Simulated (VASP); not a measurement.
## Lattice of TiAl3 across functionals and dispersion corrections

Aim: relax TiAl3 with several functionals and dispersion schemes, and compare the cells. The levels: LDA, PBEsol, PBE, r2SCAN, PBE + D3(BJ), r2SCAN + rVV10, PBE + TS and revPBE + D3(BJ). LASPH is on for some levels and off for others; the table marks which. The start is a computed cell from the Materials Project.

Method: LDA; plane waves and PAW (Ti_sv, Al), in the first sound run; inputs show where later runs differ, in VASP 6.6.1.

### Step 1. The structure

Before any relaxation, the start is as follows. It takes space group I4/mmm (No. 139, tetragonal). Conventional cell: a = 3.822 Å, b = 3.822 Å, c = 8.561 Å, α = 90.00°, β = 90.00°, γ = 90.00°. Ti has 12 Al at 2.70 to 2.87 Å nearest. Al has 4 Ti at 2.70 Å and 8 Al at 2.87 Å nearest. Nearest to Al lie 8 Al at 2.70 to 2.87 Å and 4 Ti at 2.87 Å. Farther neighbours are not listed.

As a file:

```xyz
4
Lattice="-1.9111 1.9111 4.2807 1.9111 -1.9111 4.2807 1.9111 1.9111 -4.2807" Properties=species:S:1:pos:R:3 pbc="T T T"
Ti    0.0000    0.0000    0.0000
Al    0.0000    0.0000    4.2807
Al    0.0000    1.9111    2.1403
Al    1.9111    0.0000    2.1403
```

### Step 2. Relaxation with LDA

Properties are meant for the cell that this level of theory prefers, so cell and atoms are relaxed first (ISIF = 3) until forces and stress are small; EDIFFG sets the threshold. LDA, the lowest rung, knows the local density alone.

The input, INCAR:

```
SYSTEM = TiAl3
PREC = Accurate
ENCUT = 520
EDIFF = 1E-06
NELM = 100
ISMEAR = -1
SIGMA = 0.05
LREAL = .FALSE.
ALGO = Normal
GGA = CA
NBANDS = 16
LORBIT = 11
LWAVE = .FALSE.
LCHARG = .FALSE.
KPAR = 4
IBRION = 2
NSW = 60
ISIF = 3
EDIFFG = -0.01
```

The input, POSCAR:

```
TiAl3
1.0
   -1.9111067713      1.9111067713      4.2806687947
    1.9111067713     -1.9111067713      4.2806687947
    1.9111067713      1.9111067713     -4.2806687947
Ti Al
1 3
Direct
    0.0000000000      0.0000000000      0.0000000000
    0.5000000000      0.5000000000      0.0000000000
    0.7500000000      0.2500000000      0.5000000000
    0.2500000000      0.7500000000      0.5000000000
```

The input, KPOINTS:

```
Automatic mesh
0
Gamma
8 8 8
0 0 0
```

PAW data sets: Ti_sv and Al (PBE family, release 64).

Started as:

```console
$ mpirun -np 4 vasp_std
```

Numbers of over 12 decimals in the logs are rounded to 6 here.

The program printed:

```text
[banner, memory and clock lines left out]
running    4 mpi-ranks, on    1 nodes
 distrk:  each k-point on    1 cores,    4 groups
 distr:  one band on    1 cores,    1 groups

 POSCAR found type information on POSCAR TiAl
 POSCAR found :  2 types and       4 ions
|                                                                             |
|               ----> ADVICE to this user running VASP <----                  |
|                                                                             |
|     You enforced a specific xc type in the INCAR file but a different       |
|     [... a line on the potential file left out ...]
|     I HOPE YOU KNOW WHAT YOU ARE DOING!                                     |
|                                                                             |

 LDA part: xc-table for (Slater(with rela. corr.)+CA(PZ))
 , standard interpolation
 POSCAR, INCAR and KPOINTS ok, starting setup
 FFT: planning ... GRIDC
 FFT: planning ... GRID_SOFT
 FFT: planning ... GRID
 WAVECAR not read
 entering main loop
       N       E                     dE             d eps       ncg     rms          rms(c)
DAV:   1     0.118440188343E+03    0.11844E+03   -0.92714E+03  1888   0.121E+03
DAV:   2    -0.158355062980E+02   -0.13428E+03   -0.13223E+03  1960   0.320E+02
DAV:   3    -0.246434372825E+02   -0.88079E+01   -0.86347E+01  3144   0.710E+01
DAV:   4    -0.248304428969E+02   -0.18701E+00   -0.18686E+00  2200   0.103E+01
DAV:   5    -0.248375967247E+02   -0.71538E-02   -0.71536E-02  3136   0.190E+00    0.112E+01
DAV:   6    -0.236061602350E+02    0.12314E+01   -0.28534E+01  2800   0.396E+01    0.668E+00
DAV:   7    -0.228665643227E+02    0.73960E+00   -0.93288E+00  2488   0.222E+01    0.308E+00
DAV:   8    -0.228272444595E+02    0.39320E-01   -0.13961E+00  2464   0.930E+00    0.171E+00
DAV:   9    -0.227800082148E+02    0.47236E-01   -0.40692E-01  2552   0.494E+00    0.198E-01
DAV:  10    -0.227813527619E+02   -0.13445E-02   -0.84390E-03  2392   0.703E-01    0.259E-01
DAV:  11    -0.227799833442E+02    0.13694E-02   -0.10153E-02  2744   0.672E-01    0.307E-02
DAV:  12    -0.227799873541E+02   -0.40099E-05   -0.22663E-04  2296   0.111E-01    0.240E-02
DAV:  13    -0.227799873951E+02   -0.40985E-07   -0.41703E-06  2488   0.167E-02
   1 F= -.22779987E+02 E0= -.22774123E+02  d E =-.227800E+02
 curvature:   0.00 expect dE= 0.000E+00 dE for cont linesearch  0.000E+00
 trial: gam= 0.00000 g(F)=  0.185E-48 g(S)=  0.523E-01 ort = 0.000E+00 (trialstep = 0.100E+01)
 search vector abs. value=  0.523E-01
 bond charge predicted
       N       E                     dE             d eps       ncg     rms          rms(c)
DAV:   1    -0.232921636374E+02   -0.51218E+00   -0.94285E+00  2480   0.363E+01    0.617E+00
DAV:   2    -0.230309349789E+02    0.26123E+00   -0.75192E+00  2800   0.233E+01    0.321E+00
DAV:   3    -0.227913203601E+02    0.23961E+00   -0.22194E+00  2456   0.108E+01    0.985E-01
DAV:   4    -0.227832167384E+02    0.81036E-02   -0.14048E-01  2712   0.330E+00    0.358E-01
DAV:   5    -0.227873370576E+02   -0.41203E-02   -0.86897E-03  2624   0.732E-01    0.142E-01
DAV:   6    -0.227897159109E+02   -0.23789E-02   -0.65858E-03  2872   0.330E-01    0.959E-02
DAV:   7    -0.227898174997E+02   -0.10159E-03   -0.20121E-04  2232   0.121E-01    0.436E-02
DAV:   8    -0.227898473972E+02   -0.29897E-04   -0.95016E-05  2656   0.786E-02    0.114E-02
DAV:   9    -0.227898474659E+02   -0.68760E-07   -0.10373E-05  1984   0.249E-02    0.657E-03
DAV:  10    -0.227898482062E+02   -0.74026E-06   -0.41708E-06  2408   0.180E-02
   2 F= -.22789848E+02 E0= -.22784304E+02  d E =-.986081E-02
 trial-energy change:   -0.009861  1 .order   -0.009861   -0.052254    0.032532
 step:   0.6163(harm=  0.6163)  dis= 0.00000  next Energy=   -22.796090 (dE=-0.161E-01)
 bond charge predicted
       N       E                     dE             d eps       ncg     rms          rms(c)
DAV:   1    -0.228772111777E+02   -0.87364E-01   -0.14542E+00  2488   0.144E+01    0.265E+00
DAV:   2    -0.228587276691E+02    0.18484E-01   -0.17405E+00  2784   0.107E+01    0.153E+00
DAV:   3    -0.227949723117E+02    0.63755E-01   -0.40837E-01  2560   0.466E+00    0.230E-01
DAV:   4    -0.227949075097E+02    0.64802E-04   -0.98470E-03  2608   0.723E-01    0.784E-02
DAV:   5    -0.227958058129E+02   -0.89830E-03   -0.27327E-03  2968   0.348E-01    0.128E-01
DAV:   6    -0.227959740541E+02   -0.16824E-03   -0.83812E-04  2704   0.220E-01    0.352E-02
DAV:   7    -0.227960226274E+02   -0.48573E-04   -0.15187E-04  2848   0.733E-02    0.774E-03
DAV:   8    -0.227960229971E+02   -0.36968E-06   -0.80569E-06  2032   0.198E-02
   3 F= -.22796023E+02 E0= -.22790359E+02  d E =-.160356E-01
 curvature:  -0.31 expect dE=-0.146E-05 dE for cont linesearch -0.824E-06
 trial: gam=-0.00706 g(F)=  0.135E-48 g(S)=  0.475E-05 ort = 0.374E-03 (trialstep = 0.923E+00)
 search vector abs. value=  0.207E-05
 reached required accuracy - stopping structural energy minimisation
```

Run time: 99 s. Hardware: 4 MPI ranks of AMD EPYC 7R43, shared host; peak memory 0.83 GiB; 6.5 min of CPU time.

Lines that name or quote the potential files are left out of all logs, and their timing lines are given in words.

OUTCAR, selected parts (step 2):

```text
ion  position               nearest neighbor table
   1  0.000  0.000  0.000-   2 2.70   2 2.70   2 2.70   2 2.70   4 2.87   3 2.87   4 2.87   4 2.87
                             3 2.87   3 2.87   4 2.87   3 2.87
   2  0.500  0.500  0.000-   1 2.70   1 2.70   1 2.70   1 2.70   4 2.87   3 2.87   4 2.87   3 2.87
                             4 2.87   4 2.87   3 2.87   3 2.87
   3  0.750  0.250  0.500-   4 2.70   4 2.70   4 2.70   4 2.70   2 2.87   1 2.87   2 2.87   1 2.87
                             2 2.87   2 2.87   1 2.87   1 2.87
   4  0.250  0.750  0.500-   3 2.70   3 2.70   3 2.70   3 2.70   2 2.87   1 2.87   2 2.87   2 2.87
                             1 2.87   1 2.87   2 2.87   1 2.87

  LATTYP: Found a body centered tetragonal cell.
 ALAT       =     3.8222135426
 C/A-ratio  =     2.2398899208

 Subroutine GETGRP returns: Found 16 space group operations
 (whereof 16 operations were pure point group operations)

The static configuration has the point symmetry D_4h.

 Found     59 irreducible k-points:

   k-points           NKPTS =     59   k-points in BZ     NKDIM =     59   number of bands    NBANDS=     16

   dimension x,y,z NGX =    40 NGY =   40 NGZ =   40
   dimension x,y,z NGXF=    80 NGYF=   80 NGZF=   80

   ENCUT  =  520.0 eV  38.22 Ry    6.18 a.u.   9.41  9.41  9.41*2*pi/ulx,y,z

   NELECT =      21.0000    total number of electrons

 k-points in reciprocal lattice and weights: Automatic mesh
   0.00000000  0.00000000  0.00000000       0.002
   0.12500000  0.00000000  0.00000000       0.016
   0.25000000  0.00000000  0.00000000       0.016
   0.37500000  0.00000000  0.00000000       0.016
   0.50000000  0.00000000  0.00000000       0.008
   0.12500000  0.12500000  0.00000000       0.016
   0.25000000  0.12500000  0.00000000       0.031
   0.37500000  0.12500000  0.00000000       0.031
   0.50000000  0.12500000  0.00000000       0.031
[...]
-0.37500000 -0.37500000  0.37500000       0.004
   0.50000000  0.50000000  0.50000000       0.002

 average (electrostatic) potential at core
       1 -71.3146       2 -70.7265       3 -70.6332       4 -70.6332

 E-fermi :   8.4016

 k-point     1 :       0.0000    0.0000    0.0000
  band No.  band energies     occupation
    ...
      6       5.5091      2.00000
      7       5.7756      2.00000
      8       6.9340      2.00000
      9       7.1548      2.00000
     10       7.1548      2.00000
     11       9.2566      0.00000
     12      10.2539      0.00000
     13      10.2539      0.00000
     14      10.7251      0.00000
     15      10.9974      0.00000
    ...

 k-point     2 :       0.1250    0.0000    0.0000
  band No.  band energies     occupation
    ...
      6       4.9146      2.00000
      7       6.1476      2.00000
      8       6.6224      2.00000
      9       6.9857      2.00000
     10       7.2750      2.00000
     11       8.7501      0.00188
     12       9.7809      0.00000
     13      10.5025      0.00000
     14      10.8545      0.00000
     15      11.4768      0.00000
    ...

 k-point     3 :       0.2500    0.0000    0.0000
  band No.  band energies     occupation
    ...
      7       5.2112      2.00000
      8       6.2862      2.00000
      9       7.5141      2.00000
     10       7.5332      2.00000
     11       8.2839      1.82676
     12       9.4823      0.00000
     13      10.4917      0.00000
     14      11.2860      0.00000
     15      11.9607      0.00000
     16      12.8580      0.00000

  Total       -0.0138312     -0.0138312      0.0033124      0.0000000      0.0000000      0.0000000
  in kB       -0.3639971     -0.3639971      0.0871735      0.0000000      0.0000000      0.0000000
  external PRESSURE =      -0.2136069 kB  Pullay stress =       0.0000000 kB

  energy-cutoff  :      520.00
  volume of cell :       60.88
      direct lattice vectors                 reciprocal lattice vectors
    -1.893325596  1.893325596  4.245827744     0.000000000  0.264085586  0.117762667
     1.893325596 -1.893325596  4.245827744     0.264085586  0.000000000  0.117762667
     1.893325596  1.893325596 -4.245827744     0.264085586  0.264085586  0.000000000

 POSITION                                       TOTAL-FORCE (eV/Angst)
 -----------------------------------------------------------------------------------
      0.00000      0.00000      0.00000        -0.000000     -0.000000      0.000000
      0.00000      0.00000      4.24583        -0.000000     -0.000000      0.000000
      0.00000      1.89333      2.12291         0.000000     -0.000000      0.000000
      1.89333      0.00000      2.12291        -0.000000      0.000000     -0.000000
 -----------------------------------------------------------------------------------
    total drift:                               -0.000000     -0.000000      0.000000

  FREE ENERGIE OF THE ION-ELECTRON SYSTEM (eV)
  ---------------------------------------------------
  free  energy   TOTEN  =       -22.7960229971 eV

  energy  without entropy=      -22.7846944154  energy(sigma->0) =      -22.79035871

 reached required accuracy - stopping structural energy minimisation

 total charge
# of ion       s       p       d       tot
------------------------------------------
    1        2.173   6.126   2.080  10.380
    2        0.443   0.384   0.000   0.827
    3        0.405   0.417   0.000   0.822
    4        0.405   0.417   0.000   0.822
--------------------------------------------------
tot          3.427   7.343   2.080  12.851

[... 3 further parts left out ...]
```

This run has no spin polarisation. Its electron count is odd, so without a moment it is a metal by construction. The PAW data sets were made with PBE, though LDA sets exist; this is a small mismatch. The run keeps the 16 symmetry operations of its start, so it cannot find a distortion of lower symmetry.

The steps of the relaxation:

| step | energy less that of the first step (eV) | largest force (eV/Å) | pressure (GPa) | volume (Å³) |
| --- | --- | --- | --- | --- |
| 1 | 0.0000 | 0.0000 | -3.07 | 62.54 |
| 2 | -0.0099 | 0.0000 | 2.00 | 59.86 |
| 3 | -0.0160 | 0.0000 | -0.02 | 60.88 |

| conventional cell, symmetrised | before | after | change |
| --- | --- | --- | --- |
| a (Å) | 3.822 | 3.787 | -0.9 % |
| b (Å) | 3.822 | 3.787 | -0.9 % |
| c (Å) | 8.561 | 8.492 | -0.8 % |
| volume (Å³/atom) | 15.63 | 15.22 | -2.7 % |

The relaxed structure:

```xyz
4
Lattice="-1.8933 1.8933 4.2458 1.8933 -1.8933 4.2458 1.8933 1.8933 -4.2458" Properties=species:S:1:pos:R:3 pbc="T T T"
Ti    0.0000    0.0000    0.0000
Al    0.0000    0.0000    4.2458
Al    0.0000    1.8933    2.1229
Al    1.8933    0.0000    2.1229
```

Numbers from this step:

| Quantity | Value |
| --- | --- |
| electrons | 21 |
| bands | 16 |
| irreducible k-points | 59 |
| symmetry operations | 16 |
| free energy (TOTEN) | -22.80 eV |
| energy at zero smearing | -22.79 eV |
| Fermi energy | 8.402 eV |
| pressure | -0.02136 GPa |
| metallic | yes |
| SCF cycles over all ionic steps | 31 |

It ends with forces that vanish by symmetry and a pressure of -0.02 GPa. The conventional cell has a = 3.787 and c = 8.492 Å.

(Continued in part 2 of 3.)

[Lines on the potential files, build, host, timing and source positions are cut from VASP's logs without a mark.]

[Logs are printed without paths, hosts, clocks, repeated set-up lines and the standing remarks that a program may print on its own settings, such as how far it seeks lower states.]

[Hosts, paths, dates, database ids (printed as entryN), source tags and the programs' standing remarks are cut or masked in the printed files.]

[A measured line is paired with the nearest computed mode of its activity, which favours agreement.]
